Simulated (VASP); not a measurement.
Given:

```
CdTe
1.0
    0.00000     3.21098     3.21098
    3.21098     0.00000     3.21098
    3.21098     3.21098     0.00000
Cd Te
1 1
Cartesian
  0.00000   0.00000   0.00000
  1.60549   1.60549   1.60549
```

Method: LDA (Ceperley-Alder, Perdew-Zunger), VASP's LDA PAW potentials (set 64) (plane waves; VASP). Run with 520 eV cut-off, 8×8×8 Γ-centred mesh, tetrahedra with Blöchl corrections, potentials Cd Te.

Unless said otherwise, spin-orbit coupling is left out, though it shifts the bands of the heavy elements here.

Tabulate the total density of states (states/eV per cell) against energy (eV; zero at the valence-band maximum or, without a gap, the Fermi level).

| E (eV) | DOS (states/eV) |
|---|---|
| -9.95 | 0.00 |
| -9.36 | 0.00 |
| -8.78 | 0.00 |
| -8.19 | 14.5 |
| -7.61 | 4.78 |
| -7.02 | 0.00 |
| -6.44 | 0.00 |
| -5.85 | 0.00 |
| -5.27 | 0.00 |
| -4.68 | 0.00 |
| -4.10 | 1.33 |
| -3.51 | 0.50 |
| -2.93 | 0.26 |
| -2.34 | 1.62 |
| -1.76 | 2.33 |
| -1.17 | 2.10 |
| -0.59 | 0.94 |
| 0.00 | 0.01 |
| 0.58 | 0.00 |
| 1.17 | 0.01 |
| 1.76 | 0.10 |
| 2.34 | 0.70 |
| 2.93 | 2.21 |
| 3.51 | 0.86 |
| 4.10 | 0.86 |
Within 2 eV below the valence-band maximum the largest weight inside VASP's projection spheres is Te p.

The compound is CdTe in the zinc blende structure. It was relaxed first.
